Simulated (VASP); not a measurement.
Calculation: PBE GGA with D3 dispersion (zero damping), VASP's PBE PAW potentials (set 64) (plane waves; VASP).

The input files of a VASP run:

### KPOINTS
```
k-points along high-symmetry lines
15
Line-mode
Reciprocal
  0.000000   0.000000   0.000000 ! GAMMA
  0.000000   0.500000   0.000000 ! X

  0.000000   0.500000   0.000000 ! X
  0.500000   0.500000   0.000000 ! M

  0.500000   0.500000   0.000000 ! M
  0.000000   0.000000   0.000000 ! GAMMA

  0.000000   0.000000   0.000000 ! GAMMA
  0.500000   0.500000   0.500000 ! R

  0.500000   0.500000   0.500000 ! R
  0.000000   0.500000   0.000000 ! X

  0.500000   0.500000   0.500000 ! R
  0.500000   0.500000   0.000000 ! M
```

**INCAR**
```
SYSTEM  =  KMgF3
PREC  =  Accurate; ENCUT  =  520; LREAL  =  F
LASPH  =  T; ICHARG  =  11
EDIFF  =  1E-7; NELM  =  100; ALGO  =  Normal
ISMEAR  =  0; SIGMA  =  0.05
GGA  =  PE; IVDW  =  11
LWAVE  =  F; LCHARG  =  F; LORBIT  =  11
```

File POSCAR:
```
KMgF3
1.0
  4.0323228051   0.0000000000   0.0000000000
  0.0000000000   4.0323228051   0.0000000000
  0.0000000000   0.0000000000   4.0323228051
K Mg F
1 1 3
Cartesian
  0.0000000000   0.0000000000   0.0000000000
  2.0161614025   2.0161614025   2.0161614025
  2.0161614025   0.0000000000   2.0161614025
  0.0000000000   2.0161614025   2.0161614025
  2.0161614025   2.0161614025   0.0000000000
```

POTCAR, in this order: K_sv Mg F (PBE.64 set). Program: vasp_std. Read from the step before: CHGCAR.

Output of the run:

### OSZICAR
```
       N       E                     dE             d eps       ncg     rms          rms(c)
DAV:   1     0.239082722611E+03    0.23908E+03   -0.17498E+04  3600   0.156E+03
DAV:   2    -0.126190985264E+02   -0.25170E+03   -0.24163E+03  5032   0.377E+02
DAV:   3    -0.237598571024E+02   -0.11141E+02   -0.11105E+02  4300   0.777E+01
DAV:   4    -0.241281852234E+02   -0.36833E+00   -0.36777E+00  6300   0.117E+01
DAV:   5    -0.241295331380E+02   -0.13479E-02   -0.13478E-02  4220   0.725E-01
DAV:   6    -0.241295554287E+02   -0.22291E-04   -0.22290E-04  5232   0.675E-02
DAV:   7    -0.241295556909E+02   -0.26226E-06   -0.26226E-06  4536   0.863E-03
DAV:   8    -0.241295556968E+02   -0.58976E-08   -0.59110E-08  3176   0.114E-03
   1 F= -.24947090E+02 E0= -.24947090E+02  d E =-.511477E-11
```

OUTCAR:
```
 val. band max:       -1.7728745773   @ k =   0.5000   0.5000   0.5000

 cond. band min:       5.2734632415   @ k =   0.0000   0.0000   0.0000



 k-point     1 :       0.0000    0.0000    0.0000
  band No.  band energies     occupation
      1     -27.4984      2.00000
      2     -21.8023      2.00000
      3     -21.1927      2.00000
      4     -21.1927      2.00000
      5     -10.9858      2.00000
      6     -10.9858      2.00000
      7     -10.9858      2.00000
      8      -4.1207      2.00000
      9      -4.1207      2.00000
     10      -4.1207      2.00000
     11      -2.3635      2.00000
     12      -2.3635      2.00000
     13      -2.3635      2.00000
     14      -2.0946      2.00000
     15      -2.0946      2.00000
     16      -2.0946      2.00000
     17       5.2735      0.00000
     18       8.2591      0.00000
     19       8.2591      0.00000
     20      10.3738      0.00000

 k-point     2 :       0.0000    0.0357    0.0000
  band No.  band energies     occupation
      1     -27.4981      2.00000
      2     -21.8004      2.00000
      3     -21.1944      2.00000
      4     -21.1926      2.00000
      5     -10.9857      2.00000
      6     -10.9852      2.00000
      7     -10.9852      2.00000
      8      -4.1199      2.00000
      9      -4.1191      2.00000
     10      -4.1191      2.00000
     11      -2.3664      2.00000
     12      -2.3661      2.00000
     13      -2.3661      2.00000
     14      -2.1070      2.00000
     15      -2.0972      2.00000
     16      -2.0972      2.00000
     17       5.2965      0.00000
     18       8.2707      0.00000
     19       8.2726      0.00000
     20      10.3798      0.00000

 k-point     3 :       0.0000    0.0714    0.0000
  band No.  band energies     occupation
      1     -27.4972      2.00000
      2     -21.7961      2.00000
      3     -21.1994      2.00000
      4     -21.1923      2.00000
      5     -10.9855      2.00000
      6     -10.9834      2.00000
...
```

The density is held fixed in this step, so its total energy and stress have no physical meaning.

The compound is KMgF3 in the cubic perovskite structure. It was relaxed first.
